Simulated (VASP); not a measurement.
All values below come from optB86b-vdW, VASP's PBE PAW potentials (set 64) (plane waves; VASP).

Input for VASP

**KPOINTS**
```
kpoints
0
Gamma
14 14 14
```

### INCAR
```
PARAM2 = 1.0
LUSE_VDW = .True.
LMAXMIX = 4
ALGO = Normal   # blocked Davidson
EDIFF = 1E-7
LWAVE = .False.
NEDOS = 601   # DOS grid
PARAM1 = 0.1234
ENCUT = 520
AGGAC = 0.0
LORBIT = 11
GGA = MK
LCHARG = .True.
LASPH = .True.
ISMEAR = -5
SYSTEM = FeAl
ISIF = 2   # forces and stress, cell fixed
PREC = Accurate
LREAL = .False.   # projection in real space or not
NELM = 100   # most electronic steps
```

### POSCAR
```
FeAl
1.0
  2.8545295741   0.0000000000   0.0000000000
  0.0000000000   2.8545295741   0.0000000000
  0.0000000000   0.0000000000   2.8545295741
Al Fe
1 1
Direct
  0.5000000000   0.5000000000   0.5000000000
  0.0000000000   0.0000000000   0.0000000000
```

POTCAR, in this order: Al Fe (PBE.64 set). Program: vasp_std.

Q: What will the output report for the number of irreducible k-points (NKPTS), largest plane-wave count, number of space-group operations, FFT grid (NGX, NGY, NGZ)?

A: 
- number of irreducible k-points (NKPTS) = 120
- largest plane-wave count = 640
- number of space-group operations = 48
- FFT grid (NGX, NGY, NGZ) = 24 × 24 × 24

The compound is FeAl in the CsCl type structure. It was relaxed first, which changed the volume by -6 %. The run is not spin-polarised, so no magnetic state was tried. The electron count is odd and the run is not spin-polarised, which forces a metal.
